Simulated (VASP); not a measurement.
A cell of Rh (fcc) near equilibrium:

```
CELL_PARAMETERS angstrom
      0.00000     1.88737     1.88737
      1.88737     0.00000     1.88737
      1.88737     1.88737     0.00000
ATOMIC_POSITIONS crystal
  Rh 0.00000 0.00000 0.00000
```

Level of theory: PBEsol GGA, VASP's PBE PAW potentials (set 64) (plane waves; VASP 6.6.1).

| run | ΔE (meV/atom) | σxx | σyy | σzz | largest shear component, with its sign (GPa) | largest force (eV/Å) |
|---|---|---|---|---|---|---|
| as it is | 0.0 | 1.23 | 1.23 | 1.23 | 0.00 | 0.000 |
| after one change | 35.3 | -14.17 | -14.17 | -14.17 | 0.00 | 0.000 |
Stress is in GPa, positive when the cell is compressed.

Question: Name the change that produced these shifts.
A. uniaxial strain of +1.0 % along x
B. uniaxial strain of -1.5 % along x
C. isotropic strain of +2.0 %
D. uniaxial strain of +0.5 % along z

Answer: C, isotropic strain of +2.0 %

The compound is Rh in the fcc structure.
